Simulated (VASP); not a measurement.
Data:

```xyz
2
Lattice="0.0000 3.4231 3.4231 3.4231 0.0000 3.4231 3.4231 3.4231 0.0000" Properties=species:S:1:pos:R:3 pbc="T T T"
Rb     0.0000     0.0000     0.0000
Br     3.4231     3.4231     3.4231
```

Computed with PBE GGA, VASP's PBE PAW potentials (set 64) (plane waves; VASP). Settings: 300 eV cut-off, 7×7×7 Γ-centred mesh, Fermi-Dirac smearing of 0.050 eV, potentials Rb_sv Br.

Question: Give the electronic dielectric tensor ε∞ (DFPT, local fields included).

Answer: 
```
2.55  0.00  0.00
0.00  2.55  0.00
0.00  0.00  2.55
```

Question: Give the Born effective charges.

Answer: 
```csv
atom,Z*xx,Z*yy,Z*zz,mean
Rb1,1.16,1.16,1.16,1.16
Br2,-1.16,-1.16,-1.16,-1.16
```

Question: And the static tensor with the ions free?

Answer: 
```
4.92  0.00  0.00
0.00  4.92  0.00
0.00  0.00  4.92
```

Question: Which frequencies do the optical Γ-point modes have (no LO-TO splitting)?

Answer: 92 (×3) cm⁻¹.

The structure comes from a computed database's RbBr entry; how it stands against other phases isn't given here. The cell was not relaxed at this level. The run is one of a series of settings (EDIFF = 1E-8, IBRION = 8, LEPSILON = .TRUE., NSW = 1 against the base run), some of them coarse on purpose.
